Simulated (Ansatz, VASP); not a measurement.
## PrPb: VASP beside Ansatz

Aim: how closely do two programs agree when they are given the same cell, functional and k mesh? The cell is invented: As first built, before any earlier steps moved the atoms (in the runner's words): it takes the DyZr structure with all of its atoms replaced by other elements, volume scaled by an estimate. It may not be a known or stable phase. The cell is taken from a series of VASP runs on this material, whose earlier steps may have relaxed, scaled or displaced it; both programs get it as it stands.

Method: plane waves, with VASP 6.6.1 beside it; relaxation of cell and atoms at LDA, in Ansatz 0.2.0.

In doubt: a part-filled 4f shell, where there is one, can sit in one of many states, so energies may not be the lowest and differences between runs may mislead; derivatives with an open 4f shell can jump between states, which bears on forces and vibrations.

## Step 1: The structure

It takes space group P-6m2 (No. 187, hexagonal). Conventional cell: a = 3.306 Å, b = 3.306 Å, c = 5.586 Å, α = 90.00°, β = 90.00°, γ = 120.00°. Pb has 6 Pb at 3.31 Å and 6 Pr at 3.38 Å nearest. Nearest to Pr lie 6 Pr at 3.31 Å and 6 Pb at 3.38 Å. As first built, before any earlier steps moved the atoms (in the runner's words): sites of the DyZr structure (space group 187) filled with other elements, volume scaled by an estimate. Farther neighbours are not listed.

Structure file:

```xyz
2
Lattice="3.3063 0.0000 0.0000 -1.6532 2.8634 0.0000 0.0000 0.0000 5.5856" Properties=species:S:1:pos:R:3 pbc="T T T"
Pb    1.6532    0.9545    0.0000
Pr    0.0000    0.0000    2.7928
```

## Step 2: VASP: relaxation of cell and atoms, LDA

The relaxed volume is the usual yardstick between codes: its relative difference is about their pressure difference at one cell divided by the bulk modulus.

Lines of VASP's logs that name or quote its potential files are left out, and so is its time.

File INCAR:

```
SYSTEM = PrPb
PREC = Accurate
ENCUT = 440
EDIFF = 1E-06
NELM = 100
ISMEAR = 0
SIGMA = 0.05
LREAL = .FALSE.
ALGO = Normal
GGA = CA
NBANDS = 20
ISPIN = 2
MAGMOM = 0 2
LMAXMIX = 6
LORBIT = 11
LWAVE = .FALSE.
LCHARG = .FALSE.
IBRION = 2
NSW = 60
ISIF = 3
EDIFFG = -0.01
```

File POSCAR:

```
PrPb
1.0
    3.3063382239      0.0000000000      0.0000000000
   -1.6531691120      2.8633729914      0.0000000000
    0.0000000000      0.0000000000      5.5855829999
Pb Pr
1 1
Direct
    0.6666666700      0.3333333300      0.0000000000
    0.0000000000      0.0000000000      0.5000000000
```

File KPOINTS:

```
Automatic mesh
0
Gamma
7 7 4
0 0 0
```

PAW data sets: Pb_d and Pr (PBE family, release 64).

On the command line:

```bash
> mpirun -np 1 vasp_std
```

Numbers of over 12 decimals in the logs are rounded to 6 here.

The program printed:

```text
[banner, memory and clock lines left out]
running    1 mpi-ranks, on    1 nodes
 distrk:  each k-point on    1 cores,    1 groups
 distr:  one band on    1 cores,    1 groups

 POSCAR found type information on POSCAR PbPr
 POSCAR found :  2 types and       2 ions
|                                                                             |
|               ----> ADVICE to this user running VASP <----                  |
|                                                                             |
|     You enforced a specific xc type in the INCAR file but a different       |
|     [... a line on the potential file left out ...]
|     I HOPE YOU KNOW WHAT YOU ARE DOING!                                     |
|                                                                             |

 LDA part: xc-table for (Slater(with rela. corr.)+CA(PZ))
 , standard interpolation
 POSCAR, INCAR and KPOINTS ok, starting setup
 FFT: planning ... GRIDC
 FFT: planning ... GRID_SOFT
 FFT: planning ... GRID
 WAVECAR not read
 entering main loop
       N       E                     dE             d eps       ncg     rms          rms(c)
DAV:   1     0.270067861243E+03    0.27007E+03   -0.10653E+04  2136   0.236E+03
DAV:   2     0.247930139906E+02   -0.24527E+03   -0.23929E+03  2212   0.420E+02
DAV:   3    -0.106454526155E+02   -0.35438E+02   -0.33986E+02  2976   0.180E+02
DAV:   4    -0.137335554698E+02   -0.30881E+01   -0.29509E+01  3748   0.465E+01
DAV:   6    -0.297693136404E+02   -0.15769E+02   -0.23339E+02  2728   0.910E+01    0.646E+01
DAV:   7    -0.113133591683E+02    0.18456E+02   -0.45009E+01  3088   0.793E+01    0.259E+01
DAV:   8    -0.116658792622E+02   -0.35252E+00   -0.29839E+00  3500   0.149E+01    0.981E+00
DAV:   9    -0.111646289932E+02    0.50125E+00   -0.22005E+00  3572   0.196E+01    0.531E+00
DAV:  10    -0.111972351328E+02   -0.32606E-01   -0.96783E-02  2988   0.253E+00    0.419E+00
DAV:  11    -0.111989725695E+02   -0.17374E-02   -0.11843E-02  3580   0.948E-01    0.384E+00
DAV:  12    -0.111985635593E+02    0.40901E-03   -0.13717E-01  3404   0.512E+00    0.133E+00
DAV:  13    -0.111960389037E+02    0.25247E-02   -0.11142E-02  3340   0.948E-01    0.598E-01
DAV:  14    -0.111968609412E+02   -0.82204E-03   -0.65719E-03  3452   0.768E-01    0.481E-01
DAV:  15    -0.111962989322E+02    0.56201E-03   -0.13334E-03  3128   0.368E-01    0.244E-01
DAV:  16    -0.111964605788E+02   -0.16165E-03   -0.23930E-04  3584   0.221E-01    0.125E-01
DAV:  17    -0.111964785582E+02   -0.17979E-04   -0.14629E-04  3620   0.147E-01    0.111E-01
DAV:  18    -0.111964450756E+02    0.33483E-04   -0.92183E-05  3304   0.120E-01    0.460E-02
DAV:  19    -0.111964464863E+02   -0.14107E-05   -0.48030E-06  2596   0.177E-02    0.273E-02
DAV:  20    -0.111964466445E+02   -0.15824E-06   -0.21013E-06  1768   0.195E-02
   1 F= -.11196447E+02 E0= -.11191435E+02  d E =-.111964E+02  mag=     2.6456
[...]
2 F= -.11196856E+02 E0= -.11191811E+02  d E =-.409176E-03  mag=     2.6429
[...]
3 F= -.11196872E+02 E0= -.11191831E+02  d E =-.425396E-03  mag=     2.6435
[...]
4 F= -.11196869E+02 E0= -.11191818E+02  d E =-.421920E-03  mag=     2.6428
[...]
5 F= -.11196871E+02 E0= -.11191830E+02  d E =-.424815E-03  mag=     2.6433
[...]
6 F= -.11196872E+02 E0= -.11191831E+02  d E =-.425242E-03  mag=     2.6435
[...]
7 F= -.11196952E+02 E0= -.11191921E+02  d E =-.796496E-04  mag=     2.6439
 trial-energy change:   -0.000080  1 .order   -0.000078   -0.000125   -0.000031
 step:   1.2925(harm=  1.2925)  dis= 0.00000  next Energy=   -11.196955 (dE=-0.834E-04)
 bond charge predicted
       N       E                     dE             d eps       ncg     rms          rms(c)
DAV:   1    -0.111970672740E+02   -0.11635E-03   -0.29123E-03  2668   0.109E+00    0.112E-01
DAV:   2    -0.111969477678E+02    0.11951E-03   -0.36096E-04  3272   0.278E-01    0.100E-01
DAV:   3    -0.111970013935E+02   -0.53626E-04   -0.21942E-04  3388   0.182E-01    0.139E-01
DAV:   4    -0.111969794136E+02    0.21980E-04   -0.68855E-05  3268   0.122E-01    0.591E-02
DAV:   5    -0.111969657918E+02    0.13622E-04   -0.31246E-05  2984   0.637E-02    0.336E-02
DAV:   6    -0.111969621440E+02    0.36477E-05   -0.16203E-05  2564   0.459E-02    0.270E-02
DAV:   7    -0.111969565600E+02    0.55841E-05   -0.11642E-05  2792   0.393E-02    0.584E-03
DAV:   8    -0.111969574793E+02   -0.91931E-06   -0.75684E-07  1240   0.920E-03
   8 F= -.11196957E+02 E0= -.11191925E+02  d E =-.855923E-04  mag=     2.6439
 curvature:  -0.70 expect dE=-0.218E-05 dE for cont linesearch -0.338E-07
 trial: gam=-0.02850 g(F)=  0.268E-43 g(S)=  0.312E-05 ort = 0.260E-05 (trialstep = 0.103E+01)
 search vector abs. value=  0.309E-05
 reached required accuracy - stopping structural energy minimisation
```

Parts of OUTCAR (step 2):

```text
ion  position               nearest neighbor table
   1  0.667  0.333  0.000-   2 3.38   2 3.38   2 3.38   2 3.38   2 3.38   2 3.38
   2  0.000  0.000  0.500-   1 3.38   1 3.38   1 3.38   1 3.38   1 3.38   1 3.38

  LATTYP: Found a hexagonal cell.
 ALAT       =     3.3063382239
 C/A-ratio  =     1.6893562067

 Subroutine GETGRP returns: Found 12 space group operations
 (whereof 12 operations were pure point group operations)

The static configuration has the point symmetry D_3h.

 Found     24 irreducible k-points:

   k-points           NKPTS =     24   k-points in BZ     NKDIM =     24   number of bands    NBANDS=     20

   dimension x,y,z NGX =    24 NGY =   24 NGZ =   40
   dimension x,y,z NGXF=    48 NGYF=   48 NGZF=   80

   ENCUT  =  440.0 eV  32.34 Ry    5.69 a.u.   5.65  5.65  9.55*2*pi/ulx,y,z

   NELECT =      27.0000    total number of electrons

 k-points in reciprocal lattice and weights: Automatic mesh
   0.00000000  0.00000000  0.00000000       0.005
   0.14285714  0.00000000  0.00000000       0.031
   0.28571429  0.00000000  0.00000000       0.031
   0.42857143  0.00000000  0.00000000       0.031
   0.14285714  0.14285714  0.00000000       0.031
   0.28571429  0.14285714  0.00000000       0.061
   0.42857143  0.14285714  0.00000000       0.031
   0.28571429  0.28571429  0.00000000       0.031
   0.00000000  0.00000000  0.25000000       0.010
[...]
0.42857143  0.14285714  0.50000000       0.031
   0.28571429  0.28571429  0.50000000       0.031

 average (electrostatic) potential at core
       1 -88.6049       2 -70.8577

 E-fermi :   8.4174

 spin component 1
 k-point     1 :       0.0000    0.0000    0.0000
  band No.  band energies     occupation
    ...
     10      -2.8923      1.00000
     11       6.5791      1.00000
     12       6.7267      1.00000
     13       8.0509      1.00000
     14       8.3309      0.99278
     15       8.5004      0.00943
     16       8.5004      0.00943
     17       8.7171      0.00000
     18       8.7171      0.00000
     19       8.9864      0.00000
    ...

 k-point     2 :       0.1429    0.0000    0.0000
  band No.  band energies     occupation
    ...
     10      -2.4783      1.00000
     11       6.6580      1.00000
     12       7.2954      1.00000
     13       7.9455      1.00000
     14       8.3755      0.88203
     15       8.4740      0.05466
     16       8.5434      0.00018
     17       8.6686      0.00000
     18       8.7196      0.00000
     19       8.7705      0.00000
    ...

 k-point     3 :       0.2857    0.0000    0.0000
  band No.  band energies     occupation
    ...
     10      -1.2718      1.00000
     11       6.3681      1.00000
     12       6.9901      1.00000
     13       8.2714      0.99998
     14       8.3311      0.99265
     15       8.4893      0.02088
     16       8.5570      0.00004
     17       8.5614      0.00002
     18       8.6500      0.00000
     19       8.6918      0.00000
    ...

 k-point     4 :       0.4286    0.0000    0.0000
  band No.  band energies     occupation
    ...
     11       4.8499      1.00000
     12       6.0331      1.00000
     13       6.9843      1.00000
     14       8.2324      1.00000
     15       8.4010      0.67792
     16       8.4870      0.02441
     17       8.6542      0.00000
     18       8.6556      0.00000
     19       8.7499      0.00000
     20       8.8404      0.00000

 k-point     5 :       0.1429    0.1429    0.0000
  band No.  band energies     occupation
    ...
     10      -1.6675      1.00000
     11       6.4974      1.00000
     12       7.6978      1.00000
     13       8.0863      1.00000
     14       8.3706      0.90693
     15       8.4959      0.01312
     16       8.5127      0.00350
     17       8.6070      0.00000
     18       8.6265      0.00000
     19       9.0583      0.00000
    ...

 k-point     6 :       0.2857    0.1429    0.0000
  band No.  band energies     occupation
    ...
     11       6.2714      1.00000
     12       6.3881      1.00000
     13       7.8297      1.00000
     14       8.2429      1.00000
     15       8.3447      0.98002
     16       8.4406      0.25555
     17       8.6040      0.00000
     18       8.6907      0.00000
     19       8.7353      0.00000
     20       9.0137      0.00000

  Total        0.0059135      0.0059135      0.0077092     -0.0000000      0.0000000      0.0000000
  in kB        0.1804012      0.1804013      0.2351840     -0.0000000      0.0000000      0.0000000
  external PRESSURE =       0.1986622 kB  Pullay stress =       0.0000000 kB

  energy-cutoff  :      440.00
  volume of cell :       52.52
      direct lattice vectors                 reciprocal lattice vectors
     3.293752350  0.000000000 -0.000000000     0.303605096  0.175286478  0.000000000
    -1.646876175  2.852473304  0.000000000    -0.000000000  0.350572957  0.000000000
    -0.000000000 -0.000000000  5.589857475     0.000000000 -0.000000000  0.178895438

 POSITION                                       TOTAL-FORCE (eV/Angst)
 -----------------------------------------------------------------------------------
      1.64688      0.95082     -0.00000         0.000000     -0.000000      0.000000
     -0.00000     -0.00000      2.79493        -0.000000      0.000000     -0.000000
 -----------------------------------------------------------------------------------
    total drift:                               -0.000011      0.000007      0.000000

  FREE ENERGIE OF THE ION-ELECTRON SYSTEM (eV)
  ---------------------------------------------------
  free  energy   TOTEN  =       -11.1969574793 eV

  energy  without entropy=      -11.1868916517  energy(sigma->0) =      -11.19192457

 reached required accuracy - stopping structural energy minimisation

 total charge
# of ion       s       p       d       f       tot
--------------------------------------------------
    1        1.313   0.990   9.808   0.000  12.110
    2        1.965   5.242   0.718   2.150  10.075
--------------------------------------------------
tot          3.278   6.232  10.526   2.150  22.186

 magnetization (x)
# of ion       s       p       d       f       tot
--------------------------------------------------
    1       -0.002   0.001   0.005   0.000   0.004
    2        0.002  -0.016   0.156   2.024   2.167
--------------------------------------------------
tot          0.000  -0.015   0.161   2.024   2.171

[... 6 further parts left out ...]
```

The cell holds one magnetic atom, so no antiferromagnetic order fits into it. Without U or exact exchange, f electrons of an open shell come out too delocalised. The PAW data sets were made with PBE, a small mismatch for LDA. The run keeps the 12 symmetry operations of its start, so it cannot find a distortion of lower symmetry.

[end of part 1 of 2]

[Lines on the potential files, build, host, timing and source positions are cut from VASP's logs without a mark.]

[Logs are printed without paths, hosts, clocks, repeated set-up lines and the standing remarks that a program may print on its own settings, such as how far it seeks lower states.]

[Hosts, paths, dates, database ids (printed as entryN), source tags and the programs' standing remarks are cut or masked in the printed files.]
